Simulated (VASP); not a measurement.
Output of a VASP run:

OSZICAR:
```
       N       E                     dE             d eps       ncg     rms          rms(c)
DAV:   1     0.136523240564E+03    0.13652E+03   -0.10485E+04  2964   0.181E+03
DAV:   2    -0.216046564846E+02   -0.15813E+03   -0.15438E+03  3037   0.423E+02
DAV:   3    -0.318416791853E+02   -0.10237E+02   -0.10059E+02  4189   0.992E+01
DAV:   4    -0.322219359012E+02   -0.38026E+00   -0.37896E+00  3871   0.176E+01
DAV:   5    -0.322321913704E+02   -0.10255E-01   -0.10255E-01  4286   0.260E+00    0.182E+01
DAV:   6    -0.268604596580E+02    0.53717E+01   -0.25764E+01  3880   0.622E+01    0.409E+00
DAV:   7    -0.268960929076E+02   -0.35633E-01   -0.16288E+00  3232   0.155E+01    0.371E+00
DAV:   8    -0.269023184555E+02   -0.62255E-02   -0.14830E-01  4410   0.346E+00    0.700E-01
DAV:   9    -0.268988514761E+02    0.34670E-02   -0.48630E-02  3928   0.307E+00    0.282E-01
DAV:  10    -0.268982180339E+02    0.63344E-03   -0.55713E-03  3772   0.110E+00    0.897E-02
DAV:  11    -0.268981632592E+02    0.54775E-04   -0.20678E-04  3902   0.179E-01    0.578E-02
DAV:  12    -0.268981494457E+02    0.13814E-04   -0.91598E-05  3904   0.126E-01    0.104E-02
DAV:  13    -0.268981484668E+02    0.97883E-06   -0.12676E-05  3723   0.508E-02    0.407E-03
DAV:  14    -0.268981483296E+02    0.13723E-06   -0.46645E-07  1667   0.103E-02
   1 F= -.25414953E+02 E0= -.25414757E+02  d E =-.254150E+02
```

**OUTCAR**
```
------------------------ aborting loop because EDIFF is reached ----------------------------------------
  FORCE on cell =-STRESS in cart. coord.  units (eV):
  Direction    XX          YY          ZZ          XY          YZ          ZX
  --------------------------------------------------------------------------------------
  Total        1.4693065      1.4693065      1.4535860      0.0000000      0.0000000      0.0000000
  in kB       99.0635679     99.0635700     98.0036603      0.0000000      0.0000000      0.0000000
  external PRESSURE =      -1.2897339 kB  Pullay stress =     100.0000000 kB
  volume of cell :       23.76
      direct lattice vectors                 reciprocal lattice vectors
     1.483389372 -2.569305786  0.000000000     0.337065918 -0.194605096  0.000000000
     1.483389372  2.569305786  0.000000000     0.337065918  0.194605096  0.000000000
     0.000000000  0.000000000  3.117511499     0.000000000  0.000000000  0.320768664
 POSITION                                       TOTAL-FORCE (eV/Angst)
 -----------------------------------------------------------------------------------
      0.00000      0.00000      0.00000         0.000000     -0.000000      0.000000
      1.48339      0.85644      1.55876         0.000000      0.000000      0.000000
      1.48339     -0.85644      1.55876        -0.000000     -0.000000     -0.000000
 -----------------------------------------------------------------------------------
    total drift:                                0.000000     -0.000000      0.000000
  FREE ENERGIE OF THE ION-ELECTRON SYSTEM (eV)
  ---------------------------------------------------
  free  energy   TOTEN  =       -26.8981483296 eV

  energy  without entropy=      -26.8975613474  energy(sigma->0) =      -26.89795267
  enthalpy is  TOTEN    =       -25.4149527062 eV   P V=        1.4831956234

 reached required accuracy - stopping structural energy minimisation
```
(Selected blocks of OUTCAR.)

### POSCAR
```
TiB2
1
    1.4833893716    -2.5693057862     0.0000000000
    1.4833893716     2.5693057862    -0.0000000000
    0.0000000000     0.0000000000     3.1175114992
Ti B
1 2
Direct
  0.0000000000   0.0000000000   0.0000000000
  0.3333330000   0.6666670000   0.5000000000
  0.6666670000   0.3333330000   0.5000000000
```

Reconstruct the remaining input files.

This is not unique; one that fits is the input of the run itself, LDA (Ceperley-Alder, Perdew-Zunger), plane waves, VASP's LDA PAW potentials (set 64).

### INCAR
```
ISMEAR  =  1
ISIF  =  3
LASPH  =  .True.   ! aspherical one-centre terms
NSW  =  40
SIGMA  =  0.1   ! width (eV)
PREC  =  Accurate
LCHARG  =  .False.
LMAXMIX  =  4
NELM  =  100   ! most electronic steps
EDIFFG  =  -0.02   ! ionic stop
ENCUT  =  620   ! plane-wave cut-off (eV)
LWAVE  =  .False.
ALGO  =  Normal   ! blocked Davidson
IBRION  =  2   ! conjugate gradients
PSTRESS  =  100
SYSTEM  =  TiB2
LREAL  =  .False.
EDIFF  =  1E-6   ! SCF stop (eV)
```

### KPOINTS
```
kpoints
0
Gamma
12 12 10
0 0 0
```

POTCAR, in this order: Ti_sv B (LDA.64 set). Program: vasp_std.

The compound is TiB2 in the AlB2 type structure. It was relaxed first under an external pressure of 10 GPa.
